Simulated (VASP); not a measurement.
Level of theory: PBEsol GGA, VASP's PBE PAW potentials (set 64) (plane waves; VASP).

VASP input:

KPOINTS:
```
Automatic mesh
0
G
20 20 11
```

### POSCAR
```
Co
2.4655730
  1.0000000000   0.0000000000   0.0000000000
 -0.4999997972   0.8660254635   0.0000000000
  0.0000000000   0.0000000000   1.6266746107
Co
2
Cart
 -0.0000003648   0.5773505976   0.4066686527
  0.5000005676   0.2886748658   1.2200059580
```

### INCAR
```
ALGO = Normal
EDIFF = 1E-6
ENCUT = 300
GGA = PS
ISIF = 2
ISMEAR = 0
ISPIN = 2
LASPH = .True.
LCHARG = .False.
LMAXMIX = 4
LORBIT = 11
LREAL = .False.
LWAVE = .False.
NELM = 100
PREC = Accurate
SIGMA = 0.136
SYSTEM = Co
```

POTCAR, in this order: Co (PBE.64 set). Program: vasp_std. The INCAR's line for the spin-polarised start is left out here.

Question: What will the output report for the number of irreducible k-points (NKPTS), largest plane-wave count, number of space-group operations, FFT grid (NGX, NGY, NGZ)?

Answer: 
- number of irreducible k-points (NKPTS) = 264
- largest plane-wave count = 264
- number of space-group operations = 24
- FFT grid (NGX, NGY, NGZ) = 14 × 14 × 24

The structure comes from a computed database's Co entry; how it stands against other phases isn't given here. The cell was not relaxed at this level. The run is one of a series of settings (GGA = PS against the base run), some of them coarse on purpose.
